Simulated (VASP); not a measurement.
A convergence study with VASP on Mo (bcc): one setting is varied, all else stays as given below, so the limit is that of these other settings.

```
Mo
1.0
   -1.57500     1.57500     1.57500
    1.57500    -1.57500     1.57500
    1.57500     1.57500    -1.57500
Mo
1
Direct
  0.00000   0.00000   0.00000
```

Computed with PBE GGA, VASP's PBE PAW potentials (set 64) (plane waves; VASP). The tightest run used: 550 eV cut-off, 22×22×22 Monkhorst-Pack mesh, first-order Methfessel-Paxton smearing of 0.10 eV, potentials Mo_sv.

The settings run are 1×1×1 mesh; 2×2×2 mesh; 3×3×3 mesh; 4×4×4 mesh; 5×5×5 mesh; 6×6×6 mesh; 7×7×7 mesh; 8×8×8 mesh; 9×9×9 mesh; 10×10×10 mesh; 11×11×11 mesh; 12×12×12 mesh; 13×13×13 mesh; 14×14×14 mesh; 15×15×15 mesh; 16×16×16 mesh; 17×17×17 mesh; 18×18×18 mesh; 19×19×19 mesh; 20×20×20 mesh; 21×21×21 mesh; 22×22×22 mesh. From which on does the energy per atom stay within 0.01 eV/atom of the tightest run?

From 13×13×13 mesh on: it is off by 0.0014 there and by no more than 0.01 in any finer run, while 12×12×12 mesh is off by 0.0142.
| setting | E (eV/atom) | pressure (GPa) | irreducible k-points | difference judged (eV/atom) |
|---|---|---|---|---|
| 1×1×1 mesh | -10.0705 | 148.20 | 1 | 0.8625 |
| 2×2×2 mesh | -8.0215 | 43.71 | 2 | 2.9114 |
| 3×3×3 mesh | -10.3580 | 16.35 | 4 | 0.5750 |
| 4×4×4 mesh | -11.1339 | 0.70 | 6 | 0.2009 |
| 5×5×5 mesh | -10.9590 | 0.62 | 10 | 0.0260 |
| 6×6×6 mesh | -10.8921 | 3.66 | 14 | 0.0409 |
| 7×7×7 mesh | -10.8930 | 3.98 | 20 | 0.0400 |
| 8×8×8 mesh | -10.9263 | 3.23 | 26 | 0.0067 |
| 9×9×9 mesh | -10.9478 | 2.78 | 35 | 0.0148 |
| 10×10×10 mesh | -10.9479 | 2.52 | 44 | 0.0149 |
| 11×11×11 mesh | -10.9073 | 3.33 | 56 | 0.0256 |
| 12×12×12 mesh | -10.9188 | 3.77 | 68 | 0.0142 |
| 13×13×13 mesh | -10.9344 | 2.76 | 84 | 0.0014 |
| 14×14×14 mesh | -10.9393 | 2.78 | 100 | 0.0063 |
| 15×15×15 mesh | -10.9300 | 3.50 | 120 | 0.0029 |
| 16×16×16 mesh | -10.9269 | 3.24 | 140 | 0.0061 |
| 17×17×17 mesh | -10.9357 | 3.30 | 165 | 0.0027 |
| 18×18×18 mesh | -10.9359 | 3.03 | 190 | 0.0029 |
| 19×19×19 mesh | -10.9332 | 3.18 | 220 | 0.0002 |
| 20×20×20 mesh | -10.9320 | 3.37 | 250 | 0.0010 |
| 21×21×21 mesh | -10.9314 | 3.15 | 286 | 0.0016 |
| 22×22×22 mesh | -10.9330 | 3.16 | 322 | 0.0000 |

Left out are rungs that failed or repeat a setting and relaxations that didn't move; long series are thinned to 24 rows.

The compound is Mo in the bcc structure. The cell was not relaxed at this level.
